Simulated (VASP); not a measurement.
These are PBE GGA, VASP's PBE PAW potentials (set 64) (plane waves; VASP 6.6.1) values and carry that method's errors.

The input files of a VASP run:

**INCAR**
```
SYSTEM = ZnSe
PREC = Normal
ENCUT = 400
EDIFF = 1E-5
NELM = 100
ALGO = Fast
LREAL = .FALSE.
LASPH = .TRUE.
ISMEAR = 0
SIGMA = 0.05
GGA = PE
LMAXMIX = 4
LWAVE = .FALSE.
LCHARG = .FALSE.
NELMIN = 4
IBRION = 2
ISIF = 2
NSW = 20
EDIFFG = -0.03
```

POSCAR:
```
ZnSe
1
    0.0000000000     2.8699683480     2.8699683480
    2.8699683480     0.0000000000     2.8699683480
    2.8699683480     2.8699683480     0.0000000000
Zn Se
1 1
Direct
  0.0000000000   0.0000000000   0.0000000000
  0.7500000000   0.7500000000   0.7500000000
```

**KPOINTS**
```
Automatic mesh
0
Gamma
8 8 8
0 0 0
```

POTCAR, in this order: Zn Se (PBE.64 set). Program: vasp_std.

Q: Estimate the energy per atom (σ→0), band gap (on the k-mesh).

A: 
```
Property                          Result
------------------------  --------------
energy per atom (σ→0)     -3.016 eV/atom
band gap (on the k-mesh)         1.14 eV
```

**OSZICAR**
```
...
RMM:   6    -0.605171040076E+01    0.26970E+00   -0.69173E-01   754   0.905E+00    0.364E+00
RMM:   7    -0.603031843498E+01    0.21392E-01   -0.15348E-01   754   0.416E+00    0.135E+00
RMM:   8    -0.603175411306E+01   -0.14357E-02   -0.24497E-02   754   0.135E+00    0.633E-01
RMM:   9    -0.603161890788E+01    0.13521E-03   -0.62323E-03   754   0.109E+00    0.191E-01
RMM:  10    -0.603148963992E+01    0.12927E-03   -0.12910E-03   754   0.443E-01    0.541E-02
RMM:  11    -0.603154731873E+01   -0.57679E-04   -0.23017E-04   754   0.139E-01    0.406E-02
RMM:  12    -0.603154942107E+01   -0.21023E-05   -0.35517E-05   623   0.732E-02
   1 F= -.60315494E+01 E0= -.60315494E+01  d E =-.603155E+01
```

The structure comes from a computed database's ZnSe entry (F-43m); how it stands against other phases isn't given here. It was relaxed first.
